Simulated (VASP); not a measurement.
The system is CoSi2.

```
Co Si
1.0
     0.00000    2.66000    2.66000
     2.66000    0.00000    2.66000
     2.66000    2.66000    0.00000
Co Si
1 2
Direct
  0.00000 0.00000 0.00000
  0.25000 0.25000 0.25000
  0.75000 0.75000 0.75000
```

The cell was built by a generator and needn't be a form met in nature.

- Program: VASP 6.6.1
- Task: relaxation of cell and atoms
- Functional: PBE
- Potentials or basis: VASP PAW PBE potentials, release 64 (Co, Si)
- Cutoff: 600 eV
- k mesh: 14 × 14 × 14
- Occupations: methfessel-paxton, width 0.1 eV
- Spin: no spin polarisation

At the start: pressure 4.0 GPa; volume 12.55 Å³/atom.

Where does the relaxation end?

Over 4 steps the energy falls by 3.3 meV/atom and the volume is 12.83 Å³/atom (+2.2 %); space group Fm-3m (No. 225, to 0.05 Å).

Step by step:
| step | energy change (eV) | largest force (eV/Å) | pressure (GPa) | volume (Å³) |
| --- | --- | --- | --- | --- |
| 1 | 0.0000 | 0.0000 | 3.97 | 37.64 |
| 2 | 0.0014 | 0.0000 | -3.77 | 39.36 |
| 3 | -0.0100 | 0.0000 | 0.12 | 38.45 |
| 4 | -0.0100 | 0.0000 | -0.04 | 38.48 |

Final structure:
```yaml
crystal:
  lattice:
    - [0.00000, 2.67953, 2.67953]
    - [2.67953, 0.00000, 2.67953]
    - [2.67953, 2.67953, 0.00000]
  atoms:
    - { symbol: Co, position: [0.00000, 0.00000, 0.00000] }
    - { symbol: Si, position: [0.25000, 0.25000, 0.25000] }
    - { symbol: Si, position: [0.75000, 0.75000, 0.75000] }
```
